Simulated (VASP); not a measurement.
# NbP with r2SCAN: from relaxation to properties, part 2 of 4

Wanted: the relaxed cell of NbP and its properties. The start is a computed cell from the Materials Project.

VASP 6.6.1; r2SCAN; plane waves and PAW (Nb_sv, P).

So far. Step 2 (Relaxing cell and atoms (r2SCAN)): It ends with forces under 0.001 eV/Å and a pressure of -0.03 GPa. Step 3 (Second relaxation): It ends with forces under 0.001 eV/Å and a pressure of -0.02 GPa. The volume moved by under 0.01 %: the run met its threshold at the first step.

### 4. Single point with fields (r2SCAN)

The relaxed cell gets a fresh self-consistent run, on a basis set for its own volume, to fix the density and to check the remaining stress.

Input file INCAR:

```
SYSTEM = NbP
PREC = Accurate
ENCUT = 400
EDIFF = 1E-06
NELM = 100
ISMEAR = 0
SIGMA = 0.05
LREAL = .FALSE.
ALGO = Normal
METAGGA = R2SCAN
LASPH = .TRUE.
NBANDS = 24
LORBIT = 11
LWAVE = .FALSE.
LCHARG = .TRUE.
ISIF = 2
LELF = .TRUE.
LVHAR = .TRUE.
```

Input file POSCAR:

```
NbP
1.0
   -1.6682679382      1.6682679382      5.7206359700
    1.6682679382     -1.6682679382      5.7206359700
    1.6682679382      1.6682679382     -5.7206359700
Nb P
2 2
Direct
    0.7498791725      0.7498791725      0.0000000000
    0.4998791725      0.9998791725      0.5000000000
    0.3327493975      0.3327493975      0.0000000000
    0.0827494075      0.5827494075      0.5000000000
```

Input file KPOINTS:

```
Automatic mesh
0
Gamma
11 11 11
0 0 0
```

The projector-augmented-wave data sets are Nb_sv and P (PBE family, release 64).

The run is started by

```console
> mpirun -np 4 vasp_std
```

The log of the run:

```text
[banner, memory and clock lines left out]
running    4 mpi-ranks, on    1 nodes
 distrk:  each k-point on    4 cores,    1 groups
 distr:  one band on    1 cores,    4 groups

 POSCAR found type information on POSCAR NbP
 POSCAR found :  2 types and       4 ions
 [... a notice as in an earlier step ...]

 LDA part: xc-table for (None), standard interpolation
 POSCAR, INCAR and KPOINTS ok, starting setup
 FFT: planning ... GRIDC
 FFT: planning ... GRID_SOFT
 FFT: planning ... GRID
 WAVECAR not read
 entering main loop
       N       E                     dE             d eps       ncg     rms          rms(c)
DAV:   1     0.249983819250E+03    0.24998E+03   -0.17638E+04  6072   0.127E+03
DAV:   2    -0.609557758694E+02   -0.31094E+03   -0.30424E+03  7544   0.472E+02
DAV:   3    -0.862778687664E+02   -0.25322E+02   -0.24995E+02 11544   0.960E+01
DAV:   4    -0.876130001909E+02   -0.13351E+01   -0.13308E+01  8672   0.196E+01
DAV:   5    -0.876772165169E+02   -0.64216E-01   -0.64200E-01 10392   0.444E+00    0.170E+01
DAV:   6    -0.719348525354E+02    0.15742E+02   -0.11067E+01  9688   0.304E+01    0.580E+00
DAV:   7    -0.720206465196E+02   -0.85794E-01   -0.43237E-01  8800   0.473E+00    0.332E+00
DAV:   8    -0.720587895396E+02   -0.38143E-01   -0.54796E-02  9968   0.176E+00    0.329E-01
DAV:   9    -0.720605363691E+02   -0.17468E-02   -0.72285E-03  9808   0.505E-01    0.249E-01
DAV:  10    -0.720610704816E+02   -0.53411E-03   -0.75078E-04  8232   0.236E-01    0.550E-02
[... 1 cycle as in an earlier step ...]
DAV:  12    -0.720611327901E+02    0.27197E-05   -0.52199E-06  7360   0.199E-02    0.350E-03
DAV:  13    -0.720611328157E+02   -0.25648E-07   -0.39955E-07  6016   0.601E-03
   1 F= -.72061133E+02 E0= -.72060718E+02  d E =-.829988E-03
```

It took 6.4 min on 4 MPI ranks of AMD EPYC 7R43, shared host; peak memory 0.69 GiB; 25 min of CPU time.

Parts of OUTCAR (step 4):

```text
 Found    126 irreducible k-points:

   NELECT =      36.0000    total number of electrons

 E-fermi :  10.7364

  Total        0.0051398      0.0051398     -0.0388962      0.0000000      0.0000000      0.0000000
  in kB        0.1293065      0.1293065     -0.9785478      0.0000000      0.0000000      0.0000000
  external PRESSURE =      -0.2399783 kB  Pullay stress =       0.0000000 kB

 POSITION                                       TOTAL-FORCE (eV/Angst)
 -----------------------------------------------------------------------------------
      0.00000      0.00000      8.57957         0.000000      0.000000     -0.000143
      1.66827      0.00000      5.71925        -0.000000     -0.000000     -0.000143
      0.00000      0.00000      3.80708         0.000000      0.000000      0.000143
      1.66827      0.00000      0.94676         0.000000      0.000000      0.000143
 -----------------------------------------------------------------------------------
    total drift:                               -0.000001     -0.000001      0.000749

  FREE ENERGIE OF THE ION-ELECTRON SYSTEM (eV)
  ---------------------------------------------------
  free  energy   TOTEN  =       -72.0611328157 eV

  energy  without entropy=      -72.0603028282  energy(sigma->0) =      -72.06071782

[... 17 parts as in an earlier step ...]
```

Numbers from this step:

```
SCF cycles : 13
```

Valence electrons inside each PAW sphere by angular momentum. Sphere charges, by row:

| atom | s (e) | p (e) | d (e) | tot (e) |
| --- | --- | --- | --- | --- |
| Nb1 | 2.154 | 6.032 | 2.449 | 10.63 |
| Nb2 | 2.154 | 6.032 | 2.449 | 10.63 |
| P3 | 1.017 | 1.563 | 0 | 2.58 |
| P4 | 1.017 | 1.563 | 0 | 2.58 |

Electrostatic potential energy in the ac plane of the conventional cell at fractional y = 0.000, with atoms of Nb and P within 0.2 Å of it. With pseudopotentials it is smooth inside the atoms' cores, unlike the true potential.

Ten even steps from '0' (-79 eV) to '9' (3 eV), each cell a mean:
```
99999999999999
99999999999999
99998644578999
99985100026899
99986200037899
99999766789999
99999999999999
99999999999999
99999999999999
88899999999988
33578999998643
00247999986310
01257999997421
45689999999765
99999999999999
99999888889999
99986433357899
99863100024799
99874210125799
99987654568899
44789999998864
00268999998510
00378999998620
67899999999876
```
Columns run along a (3.3 Å; values clipped at the 3rd and 97th percentile), rows up along c (11.4 Å), edges of the conventional cell, whose origin can differ from the input's. Atoms in or near the plane, at fractional coordinates: Nb at (0.00, 0.50), Nb at (0.50, 0.25), P at (0.00, 0.08), P at (0.50, 0.83).

ELF in the ac plane of the conventional cell at fractional y = 0.000, with atoms of Nb and P within 0.2 Å of it. It is the smooth field of the valence electrons, not physical close to the nuclei.

Ten even steps from '_' (0.07) to '@' (0.82), each cell a mean:
```
====------====++====------==
____..--++##%%@@%%##++::____
__..--**##%%%%%%%%%%##++::__
..--**%%%%**--::==##%%%%++::
--==%%@@@@%%++--++%%@@@@##==
--==**%%@@@@%%##%%@@@@%%**==
============================
++++==::..__________..--==++
++==--::____________..::--==
----..______......____..::--
####++--....::::::__..--**##
####%%**::..::--::..--##%%##
##%%%%**::..----::..--##%%%%
++++==--::--++++==--::--==++
......::--==++++++==--::....
::......::::------::......::
::..__..--**######++::____..
::....--##%%####%%%%**::__..
++--..--**%%%%##%%##++::::==
@@%%**----==++++++==--==##%%
%%@@@@%%**--....::==**%%@@%%
::==##@@%%**--::--##@@@@**--
--++%%@@%%**--::--##@@@@##==
####%%##**==--::--++**%%%%##
```
Columns run along a (3.3 Å), rows up along c (11.4 Å), edges of the conventional cell, whose origin can differ from the input's. Atoms in or near the plane, at fractional coordinates: Nb at (0.00, 0.50), Nb at (0.50, 0.25), P at (0.00, 0.08), P at (0.50, 0.83).

Valence density in the ac plane of the conventional cell at fractional y = 0.000, with atoms of Nb and P within 0.2 Å of it. It is the smooth field of the valence electrons, not physical close to the nuclei.

Ten even steps from '_' (-0.1 e/Å³) to '@' (6.5 e/Å³), each cell a mean:
```
____________________________
____________________________
__________........__________
________..________....______
________....______....______
____________________________
____________________________
____________________________
____________________________
____________________________
==--::..______________..::==
@@%%++::..__________..--**@@
%%##==::____________..::++##
::::..__________________..::
____________________________
____________________________
________..::====--::..______
______..--**@@@@%%++::..____
______..::++##%%##==::______
________....::::::..________
......________________......
____....______________..____
____....______________....__
____________________________
```
Columns run along a (3.3 Å), rows up along c (11.4 Å), edges of the conventional cell, whose origin can differ from the input's. Atoms in or near the plane, at fractional coordinates: Nb at (0.00, 0.50), Nb at (0.50, 0.25), P at (0.00, 0.08), P at (0.50, 0.83).

In this run the pressure is -0.02 GPa, small enough to go on.

### 5. Bands along the symmetry lines (r2SCAN)

Levels along the symmetry lines show where the bands peak and cross; KPOINTS_OPT computes them in the converged potential.

Input file INCAR:

```
SYSTEM = NbP
PREC = Accurate
ENCUT = 400
EDIFF = 1E-06
NELM = 100
ISMEAR = 0
SIGMA = 0.05
LREAL = .FALSE.
ALGO = Normal
METAGGA = R2SCAN
LASPH = .TRUE.
NBANDS = 32
LORBIT = 11
LWAVE = .FALSE.
LCHARG = .FALSE.
KPAR = 4
```

POSCAR is that of step 4.

KPOINTS is that of step 4.

Input file KPOINTS_OPT:

```
Line mode
16
Line-mode
Reciprocal
  0.00000000   0.00000000   0.00000000 GAMMA
 -0.50000000   0.50000000   0.00000000 X

 -0.50000000   0.50000000   0.00000000 X
 -0.50000000   0.50000000  -0.04252193 Y

 -0.50000000   0.50000000  -0.04252193 Y
 -0.27126097   0.27126097  -0.27126097 S

 -0.27126097   0.27126097  -0.27126097 S
  0.00000000   0.00000000   0.00000000 GAMMA

  0.00000000   0.00000000   0.00000000 GAMMA
  0.50000000   0.50000000  -0.50000000 Z

  0.50000000   0.50000000  -0.50000000 Z
  0.27126097   0.72873903  -0.72873903 S1

  0.27126097   0.72873903  -0.72873903 S1
  0.00000000   0.50000000  -0.50000000 N

  0.00000000   0.50000000  -0.50000000 N
 -0.25000000   0.75000000  -0.25000000 P

 -0.25000000   0.75000000  -0.25000000 P
  0.04252193   0.95747807  -0.50000000 Y1

  0.04252193   0.95747807  -0.50000000 Y1
  0.50000000   0.50000000  -0.50000000 Z

 -0.50000000   0.50000000   0.00000000 X
 -0.25000000   0.75000000  -0.25000000 P
```

The run is started by

```console
> mpirun -np 4 vasp_std
```

The log of the run:

```text
[... set-up lines as in an earlier step ...]
 entering main loop
       N       E                     dE             d eps       ncg     rms          rms(c)
DAV:   1     0.247160753427E+03    0.24716E+03   -0.16624E+04  8088   0.953E+02
DAV:   2    -0.625687694622E+02   -0.30973E+03   -0.29771E+03  9736   0.368E+02
DAV:   3    -0.865677145554E+02   -0.23999E+02   -0.23470E+02 14760   0.738E+01
DAV:   4    -0.876445642581E+02   -0.10768E+01   -0.10641E+01 11592   0.136E+01
DAV:   5    -0.876778308010E+02   -0.33267E-01   -0.33250E-01 12768   0.279E+00    0.170E+01
DAV:   6    -0.719267132248E+02    0.15751E+02   -0.74166E+00 12656   0.228E+01    0.555E+00
DAV:   7    -0.720210772052E+02   -0.94364E-01   -0.42604E-01 11288   0.374E+00    0.344E+00
DAV:   8    -0.720600151509E+02   -0.38938E-01   -0.53993E-02 10120   0.144E+00    0.312E-01
DAV:   9    -0.720607245687E+02   -0.70942E-03   -0.84398E-03 13120   0.528E-01    0.306E-01
DAV:  10    -0.720607782798E+02   -0.53711E-04   -0.33461E-04 10312   0.934E-02    0.287E-01
DAV:  11    -0.720612798061E+02   -0.50153E-03   -0.84441E-04 10200   0.218E-01    0.130E-01
DAV:  12    -0.720611555387E+02    0.12427E-03   -0.15327E-04 12288   0.980E-02    0.714E-02
DAV:  13    -0.720611525367E+02    0.30019E-05   -0.17811E-05 10072   0.202E-02    0.598E-02
DAV:  14    -0.720611315244E+02    0.21012E-04   -0.55323E-05 11904   0.594E-02    0.186E-02
DAV:  15    -0.720611322385E+02   -0.71413E-06   -0.48948E-06 10096   0.132E-02
   1 F= -.72061132E+02 E0= -.72060717E+02  d E =-.830060E-03
 Start KPOINTS_OPT (optional k-point list driver)
k-point batch [1-126\176]
       N       E                     dE             ncg
DAV:   1     0.337766455428E+04   -0.99863E+05     8128
DAV:   2    -0.375439850138E+05   -0.40922E+05     9536
DAV:   3    -0.404885333015E+05   -0.29445E+04    14344
DAV:   4    -0.406131013919E+05   -0.12457E+03    11544
DAV:   5    -0.406164057802E+05   -0.33044E+01    12648
DAV:   6    -0.406164607646E+05   -0.54984E-01    11056
DAV:   7    -0.406164624817E+05   -0.17170E-02    12240
DAV:   8    -0.406164625367E+05   -0.55089E-04     9664
DAV:   9    -0.406164625388E+05   -0.20892E-05     7568
DAV:  10    -0.406164625392E+05   -0.36818E-06     6320
k-point batch [127-176\176]
       N       E                     dE             ncg
DAV:   1     0.509297950375E+05   -0.58484E+05     3256
DAV:   2     0.353090596685E+05   -0.15621E+05     3944
DAV:   3     0.342650395200E+05   -0.10440E+04     5224
DAV:   4     0.341961233113E+05   -0.68916E+02     4952
DAV:   5     0.341950675866E+05   -0.10557E+01     4560
DAV:   6     0.341950378934E+05   -0.29693E-01     4344
DAV:   7     0.341950372043E+05   -0.68917E-03     4704
DAV:   8     0.341950371739E+05   -0.30324E-04     3304
DAV:   9     0.341950371731E+05   -0.84438E-06     2736
```

Wall time 18 min (4 MPI ranks); peak memory 1.5 GiB.

OUTCAR, selected parts (step 5):

```text
   k-points           NKPTS =    126   k-points in BZ     NKDIM =    126   number of bands    NBANDS=     32

   NELECT =      36.0000    total number of electrons

 E-fermi :  10.7363

 k-point     1 :       0.0000    0.0000    0.0000
  band No.  band energies     occupation
    ...
     14       8.3079      2.00000
     15       8.4806      2.00000
     16       8.9212      2.00000
     17       9.2462      2.00000
     18       9.2462      2.00000
     19      11.6229      0.00000
     20      12.4360      0.00000
     21      13.5764      0.00000
     22      14.0589      0.00000
     23      14.0589      0.00000
    ...

  Total        0.0072948      0.0072948     -0.0375078      0.0000000      0.0000000      0.0000000
  in kB        0.1835213      0.1835213     -0.9436172      0.0000000      0.0000000      0.0000000
  external PRESSURE =      -0.1921915 kB  Pullay stress =       0.0000000 kB

 POSITION                                       TOTAL-FORCE (eV/Angst)
 -----------------------------------------------------------------------------------
      0.00000      0.00000      8.57957        -0.000000     -0.000000     -0.000364
      1.66827      0.00000      5.71925         0.000000      0.000000     -0.000364
      0.00000      0.00000      3.80708        -0.000000      0.000000      0.000364
      1.66827      0.00000      0.94676         0.000000     -0.000000      0.000364
 -----------------------------------------------------------------------------------
    total drift:                               -0.000001     -0.000001      0.000054

  FREE ENERGIE OF THE ION-ELECTRON SYSTEM (eV)
  ---------------------------------------------------
  free  energy   TOTEN  =       -72.0611322385 eV

  energy  without entropy=      -72.0603021785  energy(sigma->0) =      -72.06071721

[... 9 parts as in an earlier step ...]

[... 7 further parts left out ...]
```

Spin-orbit coupling is off here; it would split degenerate levels.

Numbers from this step:

```yaml
scf_cycles: 15
bands: 32
pressure: -0.01922 GPa
```

The electronic bands at the labelled points (eV, zero at the Fermi level; # counts the bands kept, so #1 is VASP's band 11):

| point | #5 | #6 | #7 | #8 | #9 | #10 | #11 | #12 |
| --- | --- | --- | --- | --- | --- | --- | --- | --- |
| Γ | -2.26 | -1.82 | -1.49 | -1.49 | 0.89 | 1.70 | 2.84 | 3.32 |
| 0.53 of the way | -3.41 | -2.26 | -0.72 | -0.69 | 0.30 | 1.47 | 2.07 | 3.59 |
| X | -3.09 | -3.09 | -0.52 | -0.52 | 3.19 | 3.19 | 3.27 | 3.27 |
| 0.53 of the way | -3.08 | -3.08 | -0.53 | -0.53 | 3.09 | 3.09 | 3.33 | 3.33 |
| Y | -3.07 | -3.07 | -0.56 | -0.56 | 2.96 | 2.96 | 3.37 | 3.37 |
| 0.53 of the way | -2.90 | -2.67 | -1.09 | -0.86 | 1.37 | 2.30 | 2.95 | 3.11 |
| S | -2.49 | -2.37 | -1.57 | -0.14 | 0.10 | 1.75 | 2.57 | 2.89 |
| 0.47 of the way | -2.05 | -1.70 | -1.63 | -0.71 | 0.33 | 1.06 | 1.81 | 2.71 |
| Γ | -2.26 | -1.82 | -1.49 | -1.49 | 0.89 | 1.70 | 2.84 | 3.32 |
| 0.53 of the way | -2.58 | -2.25 | -0.99 | -0.99 | 1.01 | 1.55 | 2.82 | 2.82 |
| Z | -2.79 | -2.79 | -0.65 | -0.65 | 1.27 | 1.27 | 2.47 | 2.47 |
| 0.47 of the way | -2.82 | -2.00 | -1.75 | 0.13 | 0.21 | 1.41 | 2.26 | 3.01 |
| S1 | -2.49 | -2.37 | -1.57 | -0.14 | 0.10 | 1.75 | 2.57 | 2.89 |
| 0.47 of the way | -2.50 | -2.18 | -1.60 | -0.04 | -0.03 | 1.58 | 2.62 | 2.88 |
| N | -2.51 | -2.04 | -1.62 | -0.17 | 0.09 | 1.41 | 2.64 | 2.85 |
| 0.47 of the way | -2.95 | -2.75 | -0.96 | -0.90 | 1.20 | 2.50 | 3.03 | 3.38 |
| P | -3.13 | -3.13 | -0.50 | -0.50 | 3.19 | 3.19 | 3.26 | 3.26 |
| 0.47 of the way | -3.11 | -3.11 | -0.55 | -0.48 | 3.07 | 3.15 | 3.32 | 3.32 |
| Y1 | -3.07 | -3.07 | -0.56 | -0.56 | 2.96 | 2.96 | 3.37 | 3.37 |
| 0.47 of the way | -2.93 | -2.93 | -1.06 | -1.06 | 1.82 | 1.82 | 2.60 | 2.60 |
| Z | -2.79 | -2.79 | -0.65 | -0.65 | 1.27 | 1.27 | 2.47 | 2.47 |
| jump to X | -3.09 | -3.09 | -0.52 | -0.52 | 3.19 | 3.19 | 3.27 | 3.27 |
| 0.47 of the way | -3.11 | -3.11 | -0.51 | -0.51 | 3.19 | 3.19 | 3.27 | 3.27 |
| P | -3.13 | -3.13 | -0.50 | -0.50 | 3.19 | 3.19 | 3.26 | 3.26 |

Of the projections kept (Nb, P), the largest for each band there; the rest of the weight can lie on other orbitals:

| point | #5 | #6 | #7 | #8 | #9 | #10 | #11 | #12 |
| --- | --- | --- | --- | --- | --- | --- | --- | --- |
| Γ | Nb 1.00 | Nb 0.93 | Nb 0.53 | Nb 0.53 | Nb 1.00 | Nb 1.00 | Nb 0.89 | Nb 0.70 |
| X | P 0.53 | P 0.53 | Nb 0.91 | Nb 0.91 | Nb 0.98 | Nb 0.98 | Nb 0.99 | Nb 0.99 |
| Y | P 0.53 | P 0.53 | Nb 0.92 | Nb 0.92 | Nb 0.99 | Nb 0.99 | Nb 0.96 | Nb 0.96 |
| S | Nb 0.61 | Nb 0.67 | Nb 0.89 | Nb 1.00 | Nb 0.72 | Nb 0.99 | Nb 0.84 | Nb 0.92 |
| Γ | Nb 1.00 | Nb 0.93 | Nb 0.53 | Nb 0.53 | Nb 1.00 | Nb 1.00 | Nb 0.89 | Nb 0.70 |
| Z | Nb 0.99 | Nb 0.99 | P 0.85 | P 0.85 | Nb 1.00 | Nb 1.00 | Nb 0.99 | Nb 0.99 |

There is no gap at this level.

[end of part 2 of 4]

[Lines on the potential files, build, host, timing and source positions are cut from VASP's logs without a mark.]

[Logs are printed without paths, hosts, clocks, repeated set-up lines and the standing remarks that a program may print on its own settings, such as how far it seeks lower states.]

[Hosts, paths, dates, database ids (printed as entryN), source tags and the programs' standing remarks are cut or masked in the printed files.]

[A measured line is paired with the nearest computed mode of its activity, which favours agreement.]
